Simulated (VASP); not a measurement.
Input:

```
CELL_PARAMETERS angstrom
      2.88879     0.00000     0.00000
     -1.44439     2.50176     0.00000
      0.00000     0.00000     4.78012
ATOMIC_POSITIONS crystal
  Ag 0.33333 0.66667 0.25000
  Ag 0.66667 0.33333 0.75000
```

All values below come from r2SCAN meta-GGA with spin-orbit coupling, VASP's PBE PAW potentials (set 64) (plane waves; VASP 6.6.1). Numerical set-up: 400 eV cut-off, 13×13×7 Γ-centred mesh, Gaussian smearing of 0.050 eV, potentials Ag.

Give the energies of bands 13 to 26 at the high-symmetry points, in eV from the Fermi level.

| band | Γ | M | K | A | L | H |
|---|---|---|---|---|---|---|
| 13 | -4.57 | -4.06 | -4.29 | -4.74 | -3.46 | -4.54 |
| 14 | -4.57 | -4.06 | -4.29 | -4.74 | -3.46 | -4.54 |
| 15 | -4.40 | -3.32 | -3.66 | -4.74 | -3.46 | -4.19 |
| 16 | -4.40 | -3.32 | -3.66 | -4.74 | -3.46 | -4.19 |
| 17 | -4.21 | -3.23 | -3.45 | -3.75 | -3.11 | -3.38 |
| 18 | -4.21 | -3.23 | -3.45 | -3.75 | -3.11 | -3.38 |
| 19 | -3.54 | -3.02 | -3.44 | -3.75 | -3.11 | -3.31 |
| 20 | -3.54 | -3.02 | -3.44 | -3.75 | -3.11 | -3.31 |
| 21 | -3.27 | 0.16 | 3.29 | -3.62 | 0.86 | 4.20 |
| 22 | -3.27 | 0.16 | 3.29 | -3.62 | 0.86 | 4.20 |
| 23 | -0.40 | 1.61 | 3.34 | -3.62 | 0.86 | 4.33 |
| 24 | -0.40 | 1.61 | 3.34 | -3.62 | 0.86 | 4.33 |
| 25 | 3.44 | 6.95 | 3.36 | 11.15 | 4.70 | 5.70 |
| 26 | 3.44 | 6.95 | 3.36 | 11.15 | 4.70 | 5.70 |

It has no gap at this level: it comes out as a metal or semimetal.

The structure comes from a computed database's Ag entry (P6_3/mmc); how it stands against other phases isn't given here. It was relaxed first.
